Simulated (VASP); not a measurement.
# A VASP study of MgO (PBE + D3(BJ)): structure first, properties next, part 3 of 6

Aim: relax MgO with PBE + D3(BJ), compute its properties on that cell and hold them against experiment. The start is a cell from a database of measured crystal structures.

VASP 6.6.1, plane waves and PAW; the level of theory is named at each step.

So far, least gap on mesh and path (eV): step 4 (bands along the symmetry lines (PBE + D3(BJ))) 4.80. The relaxed cell has a = 4.201 Å (conventional setting).

### Step 5. Total and projected DOS (PBE + D3(BJ))

Level of this step: PBE with D3(BJ); plane waves and PAW (Mg, O) (VASP).

A density of states needs more k-points than a total energy; ISMEAR = -5 takes tetrahedra, and LORBIT projects the states on the PAW spheres. The mesh is finer than in the run before.

Input file INCAR:

```
SYSTEM = MgO
PREC = Accurate
ENCUT = 520
EDIFF = 1E-06
NELM = 100
ISMEAR = -5
SIGMA = 0.05
LREAL = .FALSE.
ALGO = Normal
GGA = PE
IVDW = 12
NBANDS = 16
LORBIT = 11
LWAVE = .FALSE.
LCHARG = .FALSE.
KPAR = 2
NEDOS = 2001
```

Input file POSCAR:

```
MgO
1.0
    0.0000000000      2.1006853663      2.1006853663
    2.1006853663      0.0000000000      2.1006853663
    2.1006853663      2.1006853663      0.0000000000
Mg O
1 1
Direct
    0.0000000000      0.0000000000      0.0000000000
    0.5000000000      0.5000000000      0.5000000000
```

Input file KPOINTS:

```
Automatic mesh
0
Gamma
13 13 13
0 0 0
```

Potentials, in the order of the species: Mg and O (PBE family, release 64).

Run with:

```
mpirun -np 2 vasp_std
```

The log of the run:

```text
[... set-up lines as in an earlier step ...]
 entering main loop
       N       E                     dE             d eps       ncg     rms          rms(c)
DAV:   1     0.149512935596E+02    0.14951E+02   -0.42568E+03  3000   0.439E+02
DAV:   2    -0.129768106240E+02   -0.27928E+02   -0.27292E+02  3712   0.114E+02
DAV:   3    -0.134621235952E+02   -0.48531E+00   -0.48513E+00  3128   0.121E+01
DAV:   4    -0.134631306076E+02   -0.10070E-02   -0.10070E-02  3552   0.615E-01
DAV:   5    -0.134631333945E+02   -0.27869E-05   -0.27869E-05  3160   0.304E-02    0.723E+00
DAV:   6    -0.119153850047E+02    0.15477E+01   -0.73837E+00  2936   0.112E+01    0.215E+00
DAV:   7    -0.119074912841E+02    0.78937E-02   -0.64692E-02  3144   0.159E+00    0.137E+00
DAV:   8    -0.119021652082E+02    0.53261E-02   -0.31772E-02  2848   0.138E+00    0.326E-01
DAV:   9    -0.119013551361E+02    0.81007E-03   -0.12681E-03  3456   0.188E-01    0.146E-01
DAV:  10    -0.119012943804E+02    0.60756E-04   -0.40295E-04  3056   0.119E-01    0.826E-03
DAV:  11    -0.119012973466E+02   -0.29662E-05   -0.42179E-06  3456   0.122E-02    0.506E-03
DAV:  12    -0.119012972038E+02    0.14280E-06   -0.17876E-07  1824   0.224E-03
   1 F= -.12492135E+02 E0= -.12492135E+02  d E =0.000000E+00
```

Wall time 23 s (2 MPI ranks of AMD EPYC 7R43, shared host); peak memory 0.23 GiB; 41 s of CPU time.

Parts of OUTCAR (step 5):

```text
   k-points           NKPTS =     84   k-points in BZ     NKDIM =     84   number of bands    NBANDS=     16

   NELECT =       8.0000    total number of electrons

 E-fermi :   3.2453

 k-point     1 :       0.0000    0.0000    0.0000
  band No.  band energies     occupation
      1     -14.0583      2.00000
      2       3.2445      2.00000
      3       3.2445      2.00000
      4       3.2445      2.00000
      5       8.0454      0.00000
      6      19.0875      0.00000
      7      19.0875      0.00000
      8      19.0875      0.00000
      9      23.0242      0.00000
    ...

 Edisp (eV)   -0.59084

  Total      -0.00203    -0.00203    -0.00203     0.00000    -0.00000     0.00000
  in kB      -0.17571    -0.17571    -0.17571     0.00000    -0.00000     0.00000
  external pressure =       -0.18 kB  Pullay stress =        0.00 kB

 POSITION                                       TOTAL-FORCE (eV/Angst)
 -----------------------------------------------------------------------------------
      0.00000      0.00000      0.00000         0.000000     -0.000000      0.000000
      2.10069      2.10069      2.10069        -0.000000      0.000000      0.000000
 -----------------------------------------------------------------------------------
    total drift:                               -0.000000     -0.000000      0.000000

  FREE ENERGIE OF THE ION-ELECTRON SYSTEM (eV)
  ---------------------------------------------------
  free  energy   TOTEN  =       -12.4921350211 eV

  energy  without entropy=      -12.4921350211  energy(sigma->0) =      -12.49213502

[... 8 parts as in an earlier step ...]

[... 8 further parts left out ...]
```

This step gave:

| Item | Value |
| --- | --- |
| irreducible k-points | 84 |
| Fermi energy | 3.245 eV |
| pressure | -0.01757 GPa |

The density of states has structure finer than the step of the table below, so its rows give means over 1 eV, whole bins alone (the curve runs from -12.0 to 12.7 eV). Peaks (eV: height): total -3.7: 2.63, -0.7: 2.95, 10.2: 0.986, 12.1: 1.76; O p -3.6: 1.24, -0.7: 2.06, 12.1: 0.548; Mg p -3.7: 0.102, -1.3: 0.0746, 9.9: 0.0693, 11.9: 0.0611; Mg s -3.6: 0.134, 10.2: 0.097, 12.1: 0.122, 12.5: 0.185; Mg d -3.6: 0.0221, -0.7: 0.0644, 9.9: 0.0625, 12.1: 0.119.

States under -12.0 eV and over 12.7 eV are left out. The density of states by energy, zero at the valence-band top; means over each step; values in states/eV/cell:

| energy (eV) | total | O p | Mg p | Mg s | Mg d | O s |
| --- | --- | --- | --- | --- | --- | --- |
| -6 | 0 | 0 | 0 | 0 | 0 | 0 |
| -5 | 0.0189 | 0.00826 | 7.5e-5 | 0.00189 | 2.0e-4 | 4.1e-5 |
| -4 | 1.26 | 0.589 | 0.0407 | 0.0707 | 0.0102 | 0.0107 |
| -3 | 0.756 | 0.381 | 0.0236 | 0.0330 | 0.00677 | 0.0127 |
| -2 | 1.06 | 0.619 | 0.0399 | 0.0147 | 0.0111 | 0.00663 |
| -1 | 2.48 | 1.67 | 0.0505 | 0.00990 | 0.0413 | 0.00277 |
| 0 | 0.416 | 0.302 | 0.00554 | 1.2e-4 | 0.00487 | 1.6e-4 |
| 1 | 0 | 0 | 0 | 0 | 0 | 0 |
| 2 | 0 | 0 | 0 | 0 | 0 | 0 |
| 3 | 0 | 0 | 0 | 0 | 0 | 0 |
| 4 | 0 | 0 | 0 | 0 | 0 | 0 |
| 5 | 0.0101 | 7.4e-4 | 9.5e-5 | 0.00217 | 0 | 0.00232 |
| 6 | 0.0529 | 0.00719 | 0.00126 | 0.00986 | 7.1e-5 | 0.0106 |
| 7 | 0.120 | 0.0212 | 0.00533 | 0.0186 | 5.4e-4 | 0.0202 |
| 8 | 0.337 | 0.0490 | 0.0331 | 0.0298 | 0.00247 | 0.0435 |
| 9 | 0.518 | 0.0793 | 0.0516 | 0.0345 | 0.0124 | 0.0488 |
| 10 | 0.875 | 0.117 | 0.0620 | 0.0628 | 0.0550 | 0.0418 |
| 11 | 0.628 | 0.104 | 0.0227 | 0.0665 | 0.0498 | 0.0126 |
| 12 | 1.32 | 0.366 | 0.0439 | 0.112 | 0.0926 | 0.00415 |

The gap on this mesh is 4.80 eV. In the top eV of the valence band the largest shares in the PAW spheres are O p 70 %; in the lowest eV of the conduction band, O s 22 %, Mg s 21 % and O p 9 %. The rest lies in smaller channels or between the spheres.

### Step 6. Zone-centre phonons (PBE + D3(BJ))

Zone-centre modes test whether the atoms sit at a minimum within this cell. IBRION = 6 takes the force constants from differences of forces between displaced cells, so the forces must be tight.

Input file INCAR:

```
SYSTEM = MgO
PREC = Accurate
ENCUT = 520
EDIFF = 1E-08
NELM = 100
ISMEAR = 0
SIGMA = 0.05
LREAL = .FALSE.
ALGO = Normal
GGA = PE
IVDW = 12
NBANDS = 10
LORBIT = 11
LWAVE = .FALSE.
LCHARG = .FALSE.
KPAR = 2
IBRION = 6
NFREE = 2
POTIM = 0.015
ISIF = 2
NSW = 1
```

POSCAR is that of step 5.

Input file KPOINTS:

```
Automatic mesh
0
Gamma
9 9 9
0 0 0
```

Run with:

```
mpirun -np 2 vasp_std
```

The log of the run:

```text
[... set-up lines as in an earlier step ...]
 entering main loop
       N       E                     dE             d eps       ncg     rms          rms(c)
DAV:   1     0.110400319102E+02    0.11040E+02   -0.46705E+03   812   0.715E+02
[... 3 cycles as in an earlier step ...]
DAV:   5    -0.134631410836E+02   -0.30787E-05   -0.30786E-05   788   0.468E-02    0.723E+00
[... 1 cycle as in an earlier step ...]
DAV:   7    -0.119066866651E+02    0.12295E-01   -0.46817E-02   742   0.215E+00    0.133E+00
DAV:   8    -0.119015018602E+02    0.51848E-02   -0.25730E-02   708   0.198E+00    0.202E-01
[... 2 cycles as in an earlier step ...]
DAV:  11    -0.119013036401E+02   -0.14092E-05   -0.15962E-06   778   0.116E-02    0.512E-03
DAV:  12    -0.119013035399E+02    0.10019E-06   -0.64406E-07   778   0.684E-03    0.382E-04
DAV:  13    -0.119013035558E+02   -0.15904E-07   -0.18301E-08   654   0.809E-04    0.117E-04
DAV:  14    -0.119013035316E+02    0.24274E-07   -0.64682E-10   388   0.212E-04    0.811E-06
DAV:  15    -0.119013035324E+02   -0.83247E-09   -0.20707E-11   388   0.446E-05
   1 F= -.12492141E+02 E0= -.12492141E+02  d E =-.149008E-12
 Found     2 degrees of freedom:
 Finite differences POTIM= 0.01500 DOF=   2
 bond charge predicted
       N       E                     dE             d eps       ncg     rms          rms(c)
DAV:   1    -0.119006539611E+02    0.64957E-03   -0.10045E-02  1506   0.761E-01    0.245E-02
DAV:   2    -0.119006596091E+02   -0.56480E-05   -0.15466E-04  1684   0.103E-01    0.142E-02
DAV:   3    -0.119006572315E+02    0.23775E-05   -0.14283E-05  1684   0.352E-02    0.256E-03
DAV:   4    -0.119006575913E+02   -0.35979E-06   -0.18245E-06  1690   0.113E-02    0.161E-03
DAV:   5    -0.119006576694E+02   -0.78092E-07   -0.14280E-07  1652   0.333E-03    0.309E-04
DAV:   6    -0.119006576731E+02   -0.36965E-08   -0.13995E-08  1522   0.106E-03
   2 F= -.12491496E+02 E0= -.12491496E+02  d E =-.109274E-12
[...]
3 F= -.12491496E+02 E0= -.12491496E+02  d E =-.109278E-12
[...]
4 F= -.12491493E+02 E0= -.12491493E+02  d E =-.109267E-12
 Finite differences progress:
  Degree of freedom:   2/  2
  Displacement:        1/  2
  Total:               3/  4
 bond charge predicted
       N       E                     dE             d eps       ncg     rms          rms(c)
DAV:   1    -0.118989691709E+02    0.16852E-02   -0.39454E+00  1502   0.163E+01    0.222E-01
DAV:   2    -0.119012057133E+02   -0.22365E-02   -0.34936E-02  1630   0.172E+00    0.114E-01
DAV:   3    -0.119006408714E+02    0.56484E-03   -0.15310E-03  1678   0.359E-01    0.315E-02
DAV:   4    -0.119006562076E+02   -0.15336E-04   -0.19008E-04  1638   0.115E-01    0.235E-02
DAV:   5    -0.119006545549E+02    0.16527E-05   -0.61373E-06  1638   0.231E-02    0.124E-02
DAV:   6    -0.119006543860E+02    0.16889E-06   -0.35688E-06  1668   0.189E-02    0.122E-03
DAV:   7    -0.119006543983E+02   -0.12337E-07   -0.19352E-07  1666   0.421E-03    0.104E-03
DAV:   8    -0.119006543964E+02    0.19056E-08   -0.11580E-08   926   0.949E-04
   5 F= -.12491493E+02 E0= -.12491493E+02  d E =-.109243E-12
 Finite differences progress:
  Degree of freedom:   2/  2
  Displacement:        2/  2
  Total:               4/  4
```

It took 41 s on 2 MPI ranks; peak memory 0.25 GiB; 75 s of CPU time.

OUTCAR, selected parts (step 6):

```text
   NELECT =       8.0000    total number of electrons

 Edisp (eV)   -0.59084

 E-fermi :   3.4720

 k-point     1 :       0.0000    0.0000    0.0000
  band No.  band energies     occupation
      1     -14.0585      2.00000
      2       3.2438      2.00000
      3       3.2441      2.00000
      4       3.2441      2.00000
      5       8.0451      0.00000
      6      19.0879      0.00000
      7      19.0884      0.00000
      8      19.0884      0.00000
      9      23.0237      0.00000
    ...

 Edisp (eV)   -0.59084

  Total       0.00949    -0.00022    -0.00022    -0.00000     0.00000     0.00000
  in kB       0.82006    -0.01928    -0.01928    -0.00000     0.00000     0.00000
  external pressure =        0.26 kB  Pullay stress =        0.00 kB

 POSITION                                       TOTAL-FORCE (eV/Angst)
 -----------------------------------------------------------------------------------
      0.00000      0.00000      0.00000        -0.086256      0.000000      0.000000
      2.08569      2.10069      2.10069         0.086256      0.000000      0.000000
 -----------------------------------------------------------------------------------
    total drift:                                0.000303     -0.000001     -0.000001

  FREE ENERGIE OF THE ION-ELECTRON SYSTEM (eV)
  ---------------------------------------------------
  free  energy   TOTEN  =       -12.4914929138 eV

  energy  without entropy=      -12.4914929138  energy(sigma->0) =      -12.49149291

 Eigenvectors and eigenvalues of the dynamical matrix
 ----------------------------------------------------

   1 f  =   12.062984 THz    75.793961 2PiTHz  402.377820 cm-1    49.888469 meV
             X         Y         Z           dx          dy          dz
      0.000000  0.000000  0.000000     0.082195    0.624452    0.000000
      2.100685  2.100685  2.100685    -0.101364   -0.770084    0.000000

   2 f  =   12.062984 THz    75.793961 2PiTHz  402.377820 cm-1    49.888469 meV
             X         Y         Z           dx          dy          dz
      0.000000  0.000000  0.000000     0.000000    0.000000   -0.629838
      2.100685  2.100685  2.100685     0.000000    0.000000    0.776726

   3 f  =   12.062984 THz    75.793961 2PiTHz  402.377820 cm-1    49.888469 meV
             X         Y         Z           dx          dy          dz
      0.000000  0.000000  0.000000     0.624452   -0.082195    0.000000
      2.100685  2.100685  2.100685    -0.770084    0.101364    0.000000

   4 f/i=    0.003412 THz     0.021435 2PiTHz    0.113796 cm-1     0.014109 meV
             X         Y         Z           dx          dy          dz
      0.000000  0.000000  0.000000     0.549228    0.549228    0.000000
      2.100685  2.100685  2.100685     0.445363    0.445363    0.000000

   5 f/i=    0.003412 THz     0.021435 2PiTHz    0.113796 cm-1     0.014109 meV
             X         Y         Z           dx          dy          dz
      0.000000  0.000000  0.000000     0.000000    0.000000    0.776726
      2.100685  2.100685  2.100685     0.000000    0.000000    0.629838

   6 f/i=    0.003412 THz     0.021435 2PiTHz    0.113796 cm-1     0.014109 meV
             X         Y         Z           dx          dy          dz
      0.000000  0.000000  0.000000    -0.549228    0.549228    0.000000
      2.100685  2.100685  2.100685    -0.445363    0.445363    0.000000

 ELASTIC MODULI CONTR FROM IONIC RELAXATION (kBar)
 Direction    XX          YY          ZZ          XY          YZ          ZX
 --------------------------------------------------------------------------------
 XX           0.0000      0.0000      0.0000      0.0000      0.0000      0.0000
 YY           0.0000      0.0000      0.0000      0.0000      0.0000      0.0000
 ZZ           0.0000      0.0000      0.0000      0.0000      0.0000      0.0000
 XY           0.0000      0.0000      0.0000      0.0000      0.0000      0.0000
 YZ           0.0000      0.0000      0.0000      0.0000      0.0000      0.0000
 ZX           0.0000      0.0000      0.0000      0.0000      0.0000      0.0000
 --------------------------------------------------------------------------------

[... 8 parts as in an earlier step ...]

[... 9 further parts left out ...]
```

CONTCAR:

```
MgO
   1.00000000000000
     0.0000000000000000    2.1006853663000000    2.1006853663000000
     2.1006853663000000    0.0000000000000000    2.1006853663000000
     2.1006853663000000    2.1006853663000000    0.0000000000000000
  Mg              O
     1     1
Direct
     0.0000000000000000    0.0000000000000000    0.0000000000000000
     0.5035702633627663    0.4964297366372337    0.4964297366372337
```

The last energy, forces, stress and levels in OUTCAR belong to the last displaced cell, not to the cell of POSCAR.

This step gave:

- bands: 10
- irreducible k-points: 35
- pressure of the cell: 0.003312 GPa
- largest force of the cell: 0 eV/Å

Transverse limit, no LO-TO splitting. Modes at Γ, with each element's share of the kinetic energy:

| mode | frequency (cm⁻¹) | symmetry | Mg % | O % |
| --- | --- | --- | --- | --- |
| 1 | -0.1 | acoustic | 60 | 40 |
| 2 | -0.1 | acoustic | 60 | 40 |
| 3 | -0.1 | acoustic | 60 | 40 |
| 4 | 402.4 | T1u | 40 | 60 |
| 5 | 402.4 | T1u | 40 | 60 |
| 6 | 402.4 | T1u | 40 | 60 |

Displacements in mode 5 (402.4 cm⁻¹), the largest set to 1:
```
Mg1  0.00  0.00 -0.66
O2   0.00  0.00  1.00
```

The three acoustic modes lie within 0.1 cm⁻¹ of zero, and all others are real. By the characters of their eigenvectors the optical modes sort into (cm⁻¹) infrared active: T1u 402.

(Continued in part 4 of 6.)

[Lines on the potential files, build, host, timing and source positions are cut from VASP's logs without a mark.]

[Logs are printed without paths, hosts, clocks, repeated set-up lines and the standing remarks that a program may print on its own settings, such as how far it seeks lower states.]

[Hosts, paths, dates, database ids (printed as entryN), source tags and the programs' standing remarks are cut or masked in the printed files.]

[A measured line is paired with the nearest computed mode of its activity, which favours agreement.]
